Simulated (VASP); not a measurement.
Output of a VASP run:

File OSZICAR:
```
       N       E                     dE             d eps       ncg     rms          rms(c)
DAV:   1     0.110030203354E+03    0.11003E+03   -0.68209E+03   568   0.892E+02
DAV:   2    -0.133394527498E+02   -0.12337E+03   -0.11157E+03   812   0.233E+02
DAV:   3    -0.217260795024E+02   -0.83866E+01   -0.83027E+01   636   0.717E+01
DAV:   4    -0.218415759556E+02   -0.11550E+00   -0.11541E+00   632   0.941E+00
DAV:   5    -0.218441498357E+02   -0.25739E-02   -0.25736E-02   636   0.133E+00    0.126E+01
DAV:   6    -0.202696587117E+02    0.15745E+01   -0.50242E+00   564   0.203E+01    0.652E+00
DAV:   7    -0.202082913767E+02    0.61367E-01   -0.28686E-01   624   0.488E+00    0.213E+00
DAV:   8    -0.201929903626E+02    0.15301E-01   -0.25581E-02   652   0.146E+00    0.556E-01
DAV:   9    -0.201902143571E+02    0.27760E-02   -0.33698E-03   652   0.564E-01    0.205E-01
DAV:  10    -0.201898729316E+02    0.34143E-03   -0.17870E-04   624   0.132E-01    0.587E-02
DAV:  11    -0.201896479865E+02    0.22495E-03   -0.38070E-04   608   0.138E-01    0.440E-02
DAV:  12    -0.201898357303E+02   -0.18774E-03   -0.27573E-04   596   0.129E-01    0.284E-02
DAV:  13    -0.201897626979E+02    0.73032E-04   -0.49996E-05   576   0.514E-02    0.990E-03
DAV:  14    -0.201898959304E+02   -0.13323E-03   -0.17701E-05   596   0.360E-02    0.132E-02
DAV:  15    -0.201899790518E+02   -0.83121E-04   -0.39359E-06   600   0.156E-02    0.391E-03
DAV:  16    -0.201900682869E+02   -0.89235E-04   -0.56043E-06   588   0.145E-02    0.376E-03
DAV:  17    -0.201900914426E+02   -0.23156E-04   -0.10190E-06   548   0.620E-03    0.114E-03
DAV:  18    -0.201900995868E+02   -0.81442E-05   -0.27982E-07   460   0.330E-03    0.625E-04
DAV:  19    -0.201901018715E+02   -0.22847E-05   -0.71810E-08   420   0.191E-03    0.220E-04
DAV:  20    -0.201901026089E+02   -0.73739E-06   -0.22565E-08   436   0.109E-03
   1 F= -.20190103E+02 E0= -.20190103E+02  d E =-.596550E-11
```

**OUTCAR**
```
------------------------ aborting loop because EDIFF is reached ----------------------------------------
  FORCE on cell =-STRESS in cart. coord.  units (eV):
  Direction    XX          YY          ZZ          XY          YZ          ZX
  --------------------------------------------------------------------------------------
  Total       14.0509073     14.0509034     -4.3493883     -0.0000034      0.0000000      0.0000000
  in kB      288.5337753    288.5336960    -89.3141919     -0.0000707      0.0000000      0.0000000
  external PRESSURE =     162.5844265 kB  Pullay stress =       0.0000000 kB
  volume of cell :       78.02
      direct lattice vectors                 reciprocal lattice vectors
     2.355019000  0.000000000  0.000000000     0.424625024  0.245157510  0.000000000
    -1.177510000  2.039506000  0.000000000     0.000000000  0.490314812  0.000000000
     0.000000000  0.000000000 16.244221000     0.000000000  0.000000000  0.061560354
 POSITION                                       TOTAL-FORCE (eV/Angst)
 -----------------------------------------------------------------------------------
      1.17751      0.67983      8.12211         0.000000     -0.000000     -0.000000
     -0.00000      1.35967      6.99999        -0.000000      0.000000      1.390628
     -0.00000      1.35967      9.24423        -0.000000     -0.000000     -1.390628
 -----------------------------------------------------------------------------------
    total drift:                                0.002903     -0.001675      0.000000
  FREE ENERGIE OF THE ION-ELECTRON SYSTEM (eV)
  ---------------------------------------------------
  free  energy   TOTEN  =       -20.1901026089 eV

  energy  without entropy=      -20.1901026089  energy(sigma->0) =      -20.19010261
```
(Selected blocks of OUTCAR.)

### POSCAR
```
SiO2
1
    2.3550190000     0.0000000000     0.0000000000
   -1.1775100000     2.0395060000     0.0000000000
    0.0000000000     0.0000000000    16.2442210000
Si O
1 2
Direct
  0.6666670000   0.3333330000   0.5000000000
  0.3333330000   0.6666670000   0.4309220000
  0.3333330000   0.6666670000   0.5690780000
```

**Question.** Reconstruct the remaining input files.

**Answer.** Several could match; the one computed here: the input of the run itself, PBEsol GGA, plane waves, VASP's PBE PAW potentials (set 64).

INCAR:
```
ALGO = Normal
EDIFF = 1E-6
ENCUT = 400
GGA = PS
ISIF = 2
ISMEAR = 0
LASPH = T
LCHARG = F
LREAL = F
LWAVE = F
NELM = 100
PREC = Accurate
SIGMA = 0.272
SYSTEM = SiO2
```

File KPOINTS:
```
K-points
0
G
  13 13 1
```

POTCAR, in this order: Si O (PBE.64 set). Program: vasp_std.

At this cut-off the stress carries a Pulay error, which pulls relaxed volumes low. The cell holds a wide vacuum, so values per volume refer to the whole cell.

The cell is a sheet with vacuum, built from a generated structure.
